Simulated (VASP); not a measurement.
VASP runs on Rb (space group I4_1/amd) share one base input (LDA (Ceperley-Alder, Perdew-Zunger), plane waves, VASP's LDA PAW potentials (set 64)) and change the settings named in each case.

### KPOINTS
```
K-points
0
Gamma
6 6 6
0 0 0
```

POSCAR:
```
Rb
1
   -4.4003460000     4.4003460000     2.4008810000
    4.4003460000    -4.4003460000     2.4008810000
    4.4003460000     4.4003460000    -2.4008810000
Rb
2
Direct
  0.7500000000   0.2500000000   0.5000000000
  0.0000000000   0.0000000000   0.0000000000
```

**INCAR**
```
# general
SYSTEM   =  Rb
PREC     =  Accurate
ENCUT    =  300   # plane-wave cut-off (eV)
LREAL    =  F
LASPH    =  T   # aspherical one-centre terms

# electronic loop
EDIFF    =  1E-6   # SCF stop (eV)
NELM     =  100   # most electronic steps
ALGO     =  Normal   # blocked Davidson
LMAXMIX  =  4

# smearing
ISMEAR   =  0
SIGMA    =  0.136

# ions
ISIF     =  2   # forces and stress, cell fixed

# output
LWAVE    =  F
LCHARG   =  F
```

POTCAR, in this order: Rb_sv (LDA.64 set). Program: vasp_std.

```csv
change,E(σ→0) (eV/atom),−TS (eV)
base run,-0.9770,-0.0246
"GGA = PS, POTCAR Rb_sv (PBE.64 set)",-0.9559,-0.0240
"GGA_COMPAT = .FALSE., LNONCOLLINEAR = .TRUE., LSORBIT = .TRUE., MAGMOM = 0.0 0.0 0.0 0.0 0.0 0.0, program vasp_ncl",-1.0054,-0.0246
KPOINTS 5×5×5 Γ-centred mesh,-0.9877,-0.0188
```
 Energies of different potentials or functionals have different zeros.

Left out are runs that ran out of time, are held back, or changed the cell or the kind of run, fixed moments of cells without a moment, rows past the twelfth, gaps on odd meshes, pressures of charged cells and columns that move by less than the noise.

The structure was generated: Rb was put into an ordered model structure, which need not be its known phase. The cell was not relaxed at this level, its lattice was scaled by up to 2.5 %.
